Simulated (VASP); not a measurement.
Output of a VASP run:

File OSZICAR:
```
       N       E                     dE             d eps       ncg     rms          rms(c)
DAV:   1     0.592817617249E+01    0.59282E+01   -0.30401E+03   464   0.713E+02
DAV:   2    -0.107743968222E+02   -0.16703E+02   -0.16390E+02   696   0.810E+01
DAV:   3    -0.110138334586E+02   -0.23944E+00   -0.23605E+00   624   0.114E+01
DAV:   4    -0.110150157037E+02   -0.11822E-02   -0.11822E-02   720   0.891E-01
DAV:   5    -0.110150187412E+02   -0.30375E-05   -0.30374E-05   624   0.264E-02    0.475E+00
DAV:   6    -0.108985905445E+02    0.11643E+00   -0.75876E-02   560   0.144E+00    0.290E+00
DAV:   7    -0.108447457371E+02    0.53845E-01   -0.14612E-01   616   0.213E+00    0.174E-01
DAV:   8    -0.108458530894E+02   -0.11074E-02   -0.38328E-03   504   0.464E-01    0.730E-02
DAV:   9    -0.108460552123E+02   -0.20212E-03   -0.20417E-04   672   0.112E-01    0.569E-02
DAV:  10    -0.108460807122E+02   -0.25500E-04   -0.30743E-05   504   0.416E-02    0.101E-02
DAV:  11    -0.108460803469E+02    0.36525E-06   -0.57378E-07   792   0.528E-03    0.214E-03
DAV:  12    -0.108460806799E+02   -0.33296E-06   -0.57662E-07   504   0.606E-03    0.959E-04
DAV:  13    -0.108460806915E+02   -0.11600E-07   -0.20451E-09   384   0.409E-04
   1 F= -.10335759E+02 E0= -.10335759E+02  d E =-.103358E+02
       N       E                     dE             d eps       ncg     rms          rms(c)
DAV:   1    -0.108375831023E+02    0.84976E-02   -0.29699E-01   560   0.315E+00    0.527E-01
DAV:   2    -0.108326146392E+02    0.49685E-02   -0.42436E-03   576   0.455E-01    0.318E-01
DAV:   3    -0.108300487989E+02    0.25658E-02   -0.54353E-03   536   0.378E-01    0.107E-01
DAV:   4    -0.108300531084E+02   -0.43094E-05   -0.56426E-05   632   0.686E-02    0.951E-02
DAV:   5    -0.108300558221E+02   -0.27137E-05   -0.13301E-05   520   0.275E-02    0.225E-02
DAV:   6    -0.108300555075E+02    0.31460E-06   -0.16804E-07   600   0.397E-03    0.105E-02
DAV:   7    -0.108300556326E+02   -0.12510E-06   -0.14493E-07   464   0.327E-03    0.308E-03
DAV:   8    -0.108300556393E+02   -0.67257E-08   -0.11052E-08   288   0.781E-04
   2 F= -.10338237E+02 E0= -.10338237E+02  d E =-.247719E-02
       N       E                     dE             d eps       ncg     rms          rms(c)
DAV:   1    -0.108421290264E+02   -0.12073E-01   -0.51741E-02   560   0.130E+00    0.220E-01
DAV:   2    -0.108412456054E+02    0.88342E-03   -0.74800E-04   576   0.192E-01    0.134E-01
DAV:   3    -0.108407782474E+02    0.46736E-03   -0.95858E-04   552   0.158E-01    0.438E-02
DAV:   4    -0.108407779133E+02    0.33407E-06   -0.95474E-06   576   0.279E-02    0.379E-02
DAV:   5    -0.108407734813E+02    0.44320E-05   -0.24350E-06   528   0.116E-02    0.720E-03
DAV:   6    -0.108407736413E+02   -0.16005E-06   -0.27972E-08   440   0.162E-03    0.324E-03
DAV:   7    -0.108407737158E+02   -0.74461E-07   -0.30594E-08   264   0.148E-03
   3 F= -.10341228E+02 E0= -.10341228E+02  d E =-.546856E-02
```

### OUTCAR
```
------------------------ aborting loop because EDIFF is reached ----------------------------------------
  FORCE on cell =-STRESS in cart. coord.  units (eV):
  Direction    XX          YY          ZZ          XY          YZ          ZX
  --------------------------------------------------------------------------------------
  Total        0.5005163      0.5005163      0.5005163      0.0000000      0.0000000      0.0000000
  in kB       20.0388583     20.0388583     20.0388583      0.0000000      0.0000000      0.0000000
  external PRESSURE =       0.0388583 kB  Pullay stress =      20.0000000 kB
  volume of cell :       40.02
      direct lattice vectors                 reciprocal lattice vectors
    -0.000000000  2.714825606  2.714825606    -0.184173893  0.184173893  0.184173893
     2.714825606 -0.000000000  2.714825606     0.184173893 -0.184173893  0.184173893
     2.714825606  2.714825606  0.000000000     0.184173893  0.184173893 -0.184173893
 POSITION                                       TOTAL-FORCE (eV/Angst)
 -----------------------------------------------------------------------------------
      0.00000      0.00000      0.00000        -0.000000     -0.000000     -0.000000
      1.35741      1.35741      1.35741         0.000000      0.000000      0.000000
 -----------------------------------------------------------------------------------
    total drift:                                0.000000      0.000000     -0.000000
  FREE ENERGIE OF THE ION-ELECTRON SYSTEM (eV)
  ---------------------------------------------------
  free  energy   TOTEN  =       -10.8407737158 eV

  energy  without entropy=      -10.8407737158  energy(sigma->0) =      -10.84077372
  enthalpy is  TOTEN    =       -10.3412280226 eV   P V=        0.4995456932

 reached required accuracy - stopping structural energy minimisation
```
(Selected blocks of OUTCAR.)

### POSCAR
```
Si
1
    0.0000000000     2.7342071091     2.7342071091
    2.7342071091     0.0000000000     2.7342071091
    2.7342071091     2.7342071091     0.0000000000
Si
2
Direct
  0.0000000000   0.0000000000   0.0000000000
  0.2500000000   0.2500000000   0.2500000000
```

Problem. Write an INCAR and KPOINTS that could have produced this output.

Solution. This is not unique; one that fits is the input of the run itself, PBE GGA, plane waves, VASP's PBE PAW potentials (set 64).

### INCAR
```
SYSTEM = Si
PREC = Accurate; ENCUT = 480; LREAL = .False.
LASPH = .True.
EDIFF = 1E-7; NELM = 100; ALGO = Normal
ISMEAR = 0; SIGMA = 0.05
GGA = PE
IBRION = 2; NSW = 40; ISIF = 3
EDIFFG = -0.01; PSTRESS = 20
LWAVE = .False.; LCHARG = .False.
```

KPOINTS:
```
Automatic mesh
0
Gamma
8 8 8
0 0 0
```

POTCAR, in this order: Si (PBE.64 set). Program: vasp_std.

Energy and stress use the plane-wave basis of the starting cell.

The compound is Si in the diamond structure. This run relaxes it under an external pressure of 2 GPa. Symmetry was kept, so distortions that lower it aren't found.
